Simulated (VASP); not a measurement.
Calculation: revPBE GGA, VASP's PBE PAW potentials (set 64) (plane waves; VASP).

Input for VASP

File POSCAR:
```
Er
1.0
  1.8252154072  -3.1613653579   0.0000000000
  1.8252154072   3.1613653579   0.0000000000
  0.0000000000   0.0000000000   5.6655431998
Er
2
Cart
  1.8252154072   1.0537905602   1.4163858000
  1.8252154072  -1.0537905602   4.2491573999
```

INCAR:
```
! general
SYSTEM   =  Er
PREC     =  Accurate
ENCUT    =  520   ! plane-wave cut-off (eV)
LREAL    =  F
LASPH    =  T

! electronic loop
EDIFF    =  1E-7
NELM     =  100
ALGO     =  Normal   ! blocked Davidson
LMAXMIX  =  6   ! l cut-off of mixed one-centre charges

! smearing
ISMEAR   =  1
SIGMA    =  0.1   ! width (eV)

! functional
GGA      =  RE

! ions
IBRION   =  2   ! conjugate gradients
NSW      =  30
ISIF     =  4   ! ions and shape, fixed volume
EDIFFG   =  -0.01   ! ionic stop

! output
LWAVE    =  F
LCHARG   =  F
```

### KPOINTS
```
Regular mesh
0
gamma
  12 12 7
0 0 0
```

POTCAR, in this order: Er_3 (PBE.64 set). Program: vasp_std.

The resulting files:

File OSZICAR:
```
       N       E                     dE             d eps       ncg     rms          rms(c)
DAV:   1     0.500468149267E+02    0.50047E+02   -0.86907E+03  3223   0.135E+03
DAV:   2    -0.565506024271E+01   -0.55702E+02   -0.54664E+02  3314   0.545E+02
DAV:   3    -0.830413645215E+01   -0.26491E+01   -0.24939E+01  3609   0.587E+01
DAV:   4    -0.842682384420E+01   -0.12269E+00   -0.11515E+00  3669   0.110E+01
DAV:   5    -0.843176172323E+01   -0.49379E-02   -0.49040E-02  3471   0.177E+00    0.237E+01
DAV:   6    -0.842564495659E+01    0.61168E-02   -0.35966E-02  3331   0.347E+00    0.142E+01
DAV:   7    -0.843560887412E+01   -0.99639E-02   -0.64452E-02  3239   0.457E+00    0.357E-01
DAV:   8    -0.843551251797E+01    0.96356E-04   -0.42335E-03  3236   0.103E+00    0.894E-02
DAV:   9    -0.843553328035E+01   -0.20762E-04   -0.22315E-04  3444   0.206E-01    0.349E-02
DAV:  10    -0.843552665826E+01    0.66221E-05   -0.32942E-05  3352   0.733E-02    0.506E-02
DAV:  11    -0.843552821212E+01   -0.15539E-05   -0.34564E-06  3307   0.231E-02    0.263E-03
DAV:  12    -0.843552850016E+01   -0.28804E-06   -0.16386E-07  2069   0.707E-03    0.167E-03
DAV:  13    -0.843552846949E+01    0.30667E-07   -0.35000E-08  1848   0.836E-03
   1 F= -.84355285E+01 E0= -.84350020E+01  d E =-.843553E+01
```

**OUTCAR**
```
------------------------ aborting loop because EDIFF is reached ----------------------------------------
  FORCE on cell =-STRESS in cart. coord.  units (eV):
  Direction    XX          YY          ZZ          XY          YZ          ZX
  --------------------------------------------------------------------------------------
  Total       -0.4085345     -0.4085344     -0.3891720      0.0000000      0.0000000      0.0000000
  in kB      -10.0110338    -10.0110309     -9.5365619      0.0000000      0.0000000      0.0000000
  external PRESSURE =      -9.8528755 kB  Pullay stress =       0.0000000 kB
  volume of cell :       65.38
      direct lattice vectors                 reciprocal lattice vectors
     1.825215407 -3.161365358  0.000000000     0.273940269 -0.158159511  0.000000000
     1.825215407  3.161365358  0.000000000     0.273940269  0.158159511  0.000000000
     0.000000000  0.000000000  5.665543200     0.000000000  0.000000000  0.176505582
 POSITION                                       TOTAL-FORCE (eV/Angst)
 -----------------------------------------------------------------------------------
      1.82522      1.05379      1.41639         0.000000      0.000000      0.000000
      1.82522     -1.05379      4.24916        -0.000000     -0.000000      0.000000
 -----------------------------------------------------------------------------------
    total drift:                               -0.000003      0.000092     -0.000011
  FREE ENERGIE OF THE ION-ELECTRON SYSTEM (eV)
  ---------------------------------------------------
  free  energy   TOTEN  =        -8.4355284695 eV

  energy  without entropy=       -8.4339492101  energy(sigma->0) =       -8.43500205

 reached required accuracy - stopping structural energy minimisation
```
(Selected blocks of OUTCAR.)

The 4f electrons are frozen in the core of the lanthanide potential, so 4f levels, which can set the real gap, and their magnetism are missing.

The compound is Er in the hcp structure. This cell is one point of a volume scan, at 1.03 of the reference volume.
